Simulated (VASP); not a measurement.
Wanted: the native input for a VASP 6.6.1 run.

- Task: single point
- Functional: HSE06
- Potentials or basis: VASP PAW PBE potentials, release 64 (Si)
- Cutoff: 520 eV
- k mesh: 6 × 6 × 6
- Occupations: gaussian, width 0.02 eV
- Spin: no spin polarisation
- Grid for exact exchange (PRECFOCK): Fast
- Screening parameter: 0.2 1/A
- Further INCAR settings: ALGO = Normal; EDIFF = 1e-06; NBANDS = 11

Crystal: Si.

```
Si
1.0
     0.00000    2.71763    2.71763
     2.71763    0.00000    2.71763
     2.71763    2.71763    0.00000
Si
2
Direct
  0.50000 0.50000 0.50000
  0.75000 0.75000 0.75000
```

The input as run:

POSCAR

```
Si
1.0
    0.0000000000      2.7176300000      2.7176300000
    2.7176300000      0.0000000000      2.7176300000
    2.7176300000      2.7176300000      0.0000000000
Si
2
Direct
    0.5000000000      0.5000000000      0.5000000000
    0.7500000000      0.7500000000      0.7500000000
```

INCAR.step1

```
PREC = Accurate
ENCUT = 520
EDIFF = 1E-5
ISMEAR = 0
SIGMA = 0.02
LREAL = F
LASPH = T
NELM = 80
ALGO = Normal
ISIF = 2
LWAVE = T
LCHARG = F
NBANDS = 11
GGA = PE
```

INCAR.step2

```
PREC = Accurate
ENCUT = 520
EDIFF = 1E-6
ISMEAR = 0
SIGMA = 0.02
LREAL = F
LASPH = T
NELM = 80
ALGO = Normal
ISIF = 2
LWAVE = F
LCHARG = F
GGA = PE
LHFCALC = T
HFSCREEN = 0.2
PRECFOCK = Fast
NBANDS = 11
ISTART = 1
```

KPOINTS

```
regular mesh
0
Gamma
  6 6 6
```

Potentials or basis: VASP PAW PBE potentials, release 64 (Si).

The run is started by

```bash
$ cat potpaw_PBE.64/Si/POTCAR > POTCAR
$ cp INCAR.step1 INCAR
$ mpirun -np 1 vasp_std > vasp.out
$ cp INCAR.step2 INCAR
$ mpirun -np 1 vasp_std > vasp.out
```

It gave:

The pressure is -0.1 GPa. The band gap on the k mesh is 1.31 eV, indirect (least direct gap 3.34 eV).

Caveat: the PAW data sets were made with another functional, which shifts forces and pressure a little.

Wall time 2.2 min on 1 thread of AMD EPYC 9R45 (Zen 5), on a shared host, peak memory 0.23 GiB.
